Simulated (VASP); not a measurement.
A convergence study with VASP on ZrO2 (space group no. 225 when undisturbed): one setting is varied, all else stays as given below, so the limit is that of these other settings. One atom is moved off its site, so that forces are finite.

```xyz
3
Lattice="0.0000 2.5577 2.5577 2.5577 0.0000 2.5577 2.5577 2.5577 0.0000" Properties=species:S:1:pos:R:3 pbc="T T T"
Zr     0.0000     0.0000     0.0500
O      1.2789     1.2789     1.2789
O      3.8366     3.8366     3.8366
```

All values below come from PBE GGA, VASP's PBE PAW potentials (set 64) (plane waves; VASP). The tightest run used: 400 eV cut-off, 14×14×14 Γ-centred mesh, Fermi-Dirac smearing of 0.010 eV, potentials Zr_sv O.

Gaps are read on the run's mesh, which can miss a band edge.

Task: The settings run are 2×2×2 mesh; 3×3×3 mesh; 4×4×4 mesh; 5×5×5 mesh; 6×6×6 mesh; 7×7×7 mesh; 9×9×9 mesh; 10×10×10 mesh; 11×11×11 mesh; 12×12×12 mesh; 13×13×13 mesh; 14×14×14 mesh. From which on does the stress (every component) stay within 0.5 GPa of the tightest run?

Result: From 3×3×3 mesh on: it is off by 0.16 there and by no more than 0.5 in any finer run, while 2×2×2 mesh is off by 4.22.
| setting | E (eV/atom) | pressure (GPa) | largest force (eV/Å) | gap on the mesh (eV) | irreducible k-points | difference judged (GPa) |
|---|---|---|---|---|---|---|
| 2×2×2 mesh | -9.3585 | -1.17 | 0.132 | 3.030 | 4 | 4.22 |
| 3×3×3 mesh | -9.5302 | -5.54 | 0.194 | 3.854 | 6 | 0.16 |
| 4×4×4 mesh | -9.5333 | -5.32 | 0.215 | 3.305 | 13 | 0.06 |
| 5×5×5 mesh | -9.5342 | -5.25 | 0.216 | 3.501 | 18 | 0.13 |
| 6×6×6 mesh | -9.5333 | -5.33 | 0.217 | 3.305 | 30 | 0.05 |
| 7×7×7 mesh | -9.5325 | -5.41 | 0.216 | 3.398 | 40 | 0.03 |
| 9×9×9 mesh | -9.5329 | -5.37 | 0.217 | 3.361 | 75 | 0.00 |
| 10×10×10 mesh | -9.5326 | -5.40 | 0.216 | 3.305 | 102 | 0.02 |
| 11×11×11 mesh | -9.5330 | -5.37 | 0.216 | 3.341 | 126 | 0.01 |
| 12×12×12 mesh | -9.5330 | -5.36 | 0.217 | 3.305 | 163 | 0.02 |
| 13×13×13 mesh | -9.5329 | -5.38 | 0.216 | 3.331 | 196 | 0.00 |
| 14×14×14 mesh | -9.5329 | -5.38 | 0.217 | 3.305 | 244 | 0.00 |

Left out are rungs that failed or repeat a setting and relaxations that didn't move; long series are thinned to 24 rows.

The structure is a typed ZrO2 crystal (space group no. 225). The cell was not relaxed at this level, it is distorted from the ideal structure.
